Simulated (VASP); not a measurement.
Method: PBE GGA, VASP's PBE PAW potentials (set 64) (plane waves; VASP).

The input files of a VASP run:

**INCAR**
```
SYSTEM = Zn
PREC = Accurate
ENCUT = 400
EDIFF = 1E-3
NELM = 100
ALGO = Normal
LREAL = .FALSE.
LASPH = .TRUE.
ISMEAR = 1
SIGMA = 0.1
GGA = PE
LMAXMIX = 4
LWAVE = .FALSE.
LCHARG = .FALSE.
ISIF = 2
```

KPOINTS:
```
Automatic mesh
0
gamma
  14 14 7
0 0 0
```

File POSCAR:
```
Zn
2.660
  0.5000000000  -0.8660255639   0.0000000000
  0.5000000000   0.8660255639   0.0000000000
  0.0000000000   0.0000000000   1.8609022556
Zn
2
direct
  0.3333330000   0.6666670000   0.2500000000
  0.6666670000   0.3333330000   0.7500000000
```

POTCAR, in this order: Zn (PBE.64 set). Program: vasp_std.

What will the output report for the number of irreducible k-points (NKPTS), number of bands (NBANDS), largest plane-wave count, number of space-group operations, FFT grid (NGX, NGY, NGZ)?

```
Quantity                                      Result
--------------------------------------  ------------
number of irreducible k-points (NKPTS)            96
number of bands (NBANDS)                          16
largest plane-wave count                         576
number of space-group operations                  24
FFT grid (NGX, NGY, NGZ)                18 × 18 × 32
```

The compound is Zn in the hcp structure. The cell was not relaxed at this level. The run is one of a series of settings (EDIFF = 1E-3 against the base run), some of them coarse on purpose.
